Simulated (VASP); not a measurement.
Data:

```
CELL_PARAMETERS angstrom
      5.35829     0.00000     0.00000
     -2.67915     4.64042     0.00000
      0.00000     0.00000     4.24180
ATOMIC_POSITIONS crystal
  Mn 0.84863 0.69727 0.25000
  Mn 0.15137 0.84863 0.75000
  Mn 0.30273 0.15137 0.25000
  Mn 0.15137 0.30273 0.75000
  Mn 0.84863 0.15137 0.25000
  Mn 0.69727 0.84863 0.75000
  Sn 0.33333 0.66667 0.25000
  Sn 0.66667 0.33333 0.75000
```
Starting moments (μB, in the order of the record's atoms Mn Mn Mn Mn Mn Mn Sn Sn): 1.7 1.7 1.7 1.7 1.7 1.7 -0.1 -0.1.

All values below come from PBEsol GGA, VASP's PBE PAW potentials (set 64) (plane waves; VASP). Settings: 400 eV cut-off, 8×8×8 Γ-centred mesh, tetrahedra with Blöchl corrections, potentials Mn_pv Sn_d.

Unless said otherwise, spin-orbit coupling is left out, though it shifts the bands of the heavy elements here.

Estimate the cell moment, energy per atom (σ→0), band gap (on the k-mesh) with the smallest direct gap where there is one.

```json
{
 "band gap (on the k-mesh)": "none (metal, semimetal or under 0.01 eV)",
 "cell_moment": "10.04 μB",
 "energy per atom (σ→0)": "-8.215 eV/atom"
}
```

Give the moment on each site (PAW-sphere projection).

```
site  moment (μB)
----  -----------
Mn1          1.66
Mn2          1.66
Mn3          1.66
Mn4          1.66
Mn5          1.66
Mn6          1.66
Sn7         -0.09
Sn8         -0.09
```

Only differences to runs with the same potentials and settings are physical.

The structure was generated: Mn3Sn was put into the D019 type (P6_3/mmc), which need not be its known phase. It was relaxed first, which changed the volume by -8 %.
